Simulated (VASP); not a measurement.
OSZICAR of a VASP run on SnO (litharge):

OSZICAR:
```
       N       E                     dE             d eps       ncg     rms          rms(c)
DAV:   1     0.416089823436E+03    0.41609E+03   -0.20839E+04  1448   0.237E+03
DAV:   2     0.393418818363E+02   -0.37675E+03   -0.36932E+03  1592   0.560E+02
DAV:   3    -0.160804401249E+02   -0.55422E+02   -0.54547E+02  1680   0.193E+02
DAV:   4    -0.184733578688E+02   -0.23929E+01   -0.23896E+01  1656   0.448E+01
DAV:   5    -0.185429412466E+02   -0.69583E-01   -0.69573E-01  1912   0.748E+00    0.142E+01
DAV:   6    -0.130985604182E+02    0.54444E+01   -0.42628E+01  2368   0.621E+01    0.584E+00
DAV:   7    -0.129401261878E+02    0.15843E+00   -0.43673E+00  1704   0.126E+01    0.269E+00
DAV:   8    -0.129186633035E+02    0.21463E-01   -0.80132E-01  1976   0.573E+00    0.103E+00
DAV:   9    -0.128936403404E+02    0.25023E-01   -0.21306E-01  2224   0.348E+00    0.352E-01
DAV:  10    -0.128958699564E+02   -0.22296E-02   -0.47023E-02  2016   0.146E+00    0.336E-01
DAV:  11    -0.128934656148E+02    0.24043E-02   -0.13044E-02  1992   0.889E-01    0.375E-02
DAV:  12    -0.128935839889E+02   -0.11837E-03   -0.12971E-03  1616   0.216E-01    0.317E-02
DAV:  13    -0.128935887425E+02   -0.47537E-05   -0.59811E-05  2200   0.102E-01    0.110E-02
DAV:  14    -0.128935888752E+02   -0.13261E-06   -0.69206E-06  1688   0.217E-02    0.414E-03
DAV:  15    -0.128935888179E+02    0.57290E-07   -0.24330E-06  1712   0.117E-02    0.127E-03
DAV:  16    -0.128935888069E+02    0.10930E-07   -0.18836E-07  1384   0.316E-03
   1 F= -.12893589E+02 E0= -.12893589E+02  d E =-.128936E+02
       N       E                     dE             d eps       ncg     rms          rms(c)
DAV:   1    -0.128940036242E+02   -0.41481E-03   -0.18906E-02  1608   0.113E+00    0.112E-01
DAV:   2    -0.128938092767E+02    0.19435E-03   -0.76594E-04  2184   0.358E-01    0.682E-02
DAV:   3    -0.128937082729E+02    0.10100E-03   -0.12986E-04  1976   0.139E-01    0.208E-02
DAV:   4    -0.128937011863E+02    0.70866E-05   -0.38901E-05  2192   0.543E-02    0.407E-03
DAV:   5    -0.128937006923E+02    0.49401E-06   -0.64714E-06  1520   0.243E-02    0.186E-03
DAV:   6    -0.128937006769E+02    0.15356E-07   -0.43661E-07  1520   0.648E-03
   2 F= -.12893701E+02 E0= -.12893701E+02  d E =-.111870E-03
       N       E                     dE             d eps       ncg     rms          rms(c)
DAV:   1    -0.128943398318E+02   -0.63914E-03   -0.38189E-02  1560   0.160E+00    0.159E-01
DAV:   2    -0.128939491836E+02    0.39065E-03   -0.15296E-03  2168   0.505E-01    0.970E-02
DAV:   3    -0.128937425477E+02    0.20664E-03   -0.26819E-04  2032   0.198E-01    0.285E-02
DAV:   4    -0.128937299213E+02    0.12626E-04   -0.74256E-05  2176   0.745E-02    0.579E-03
DAV:   5    -0.128937290739E+02    0.84742E-06   -0.12476E-05  1488   0.334E-02    0.263E-03
DAV:   6    -0.128937290737E+02    0.16280E-09   -0.97043E-07  1800   0.927E-03
   3 F= -.12893729E+02 E0= -.12893729E+02  d E =-.140267E-03
       N       E                     dE             d eps       ncg     rms          rms(c)
DAV:   1    -0.128937851048E+02   -0.56031E-04   -0.30820E-03  1568   0.455E-01    0.453E-02
DAV:   2    -0.128937544666E+02    0.30638E-04   -0.12904E-04  2176   0.150E-01    0.275E-02
DAV:   3    -0.128937375562E+02    0.16910E-04   -0.20923E-05  1976   0.571E-02    0.837E-03
DAV:   4    -0.128937366123E+02    0.94396E-06   -0.65086E-06  2176   0.219E-02    0.162E-03
DAV:   5    -0.128937367192E+02   -0.10696E-06   -0.10110E-06  1488   0.963E-03    0.759E-04
DAV:   6    -0.128937367278E+02   -0.85802E-08   -0.60996E-08   936   0.261E-03
   4 F= -.12893737E+02 E0= -.12893737E+02  d E =-.147921E-03
       N       E                     dE             d eps       ncg     rms          rms(c)
DAV:   1    -0.128938612143E+02   -0.12450E-03   -0.17720E-02  1480   0.993E-01    0.792E-02
DAV:   2    -0.128938298648E+02    0.31349E-04   -0.76221E-04  2112   0.319E-01    0.454E-02
DAV:   3    -0.128937886821E+02    0.41183E-04   -0.55253E-05  1976   0.924E-02    0.160E-02
DAV:   4    -0.128937849881E+02    0.36940E-05   -0.16643E-05  2080   0.360E-02    0.330E-03
DAV:   5    -0.128937846018E+02    0.38631E-06   -0.21262E-06  1584   0.154E-02    0.124E-03
DAV:   6    -0.128937845482E+02    0.53600E-07   -0.79824E-08  1040   0.269E-03
   5 F= -.12893785E+02 E0= -.12893785E+02  d E =-.478204E-04
       N       E                     dE             d eps       ncg     rms          rms(c)
DAV:   1    -0.128937152272E+02    0.69375E-04   -0.10573E-02  1480   0.767E-01    0.612E-02
DAV:   2    -0.128936965937E+02    0.18634E-04   -0.45433E-04  2112   0.246E-01    0.350E-02
DAV:   3    -0.128936722094E+02    0.24384E-04   -0.32682E-05  1984   0.716E-02    0.123E-02
DAV:   4    -0.128936700058E+02    0.22036E-05   -0.99989E-06  2064   0.278E-02    0.254E-03
DAV:   5    -0.128936696943E+02    0.31148E-06   -0.12659E-06  1568   0.119E-02    0.955E-04
DAV:   6    -0.128936696496E+02    0.44662E-07   -0.47272E-08   928   0.210E-03
   6 F= -.12893670E+02 E0= -.12893670E+02  d E =0.670782E-04
```

**Question.** Which electronic solver shows in the log?

**Answer.** It is blocked Davidson (ALGO = Normal, or the opening steps of other solvers). The INCAR had ALGO = Normal.

**Question.** Can the final energy be trusted as converged?

**Answer.** Self-consistency was reached. It stopped with EDIFF = 1E-7, NELM = 100, NSW = 30 and EDIFFG = -0.01 after 6 ionic steps (vdW-DF2, plane waves, VASP's PBE PAW potentials (set 64)).

The compound is SnO in the litharge structure. This run relaxes it. Symmetry was kept, so distortions that lower it aren't found.
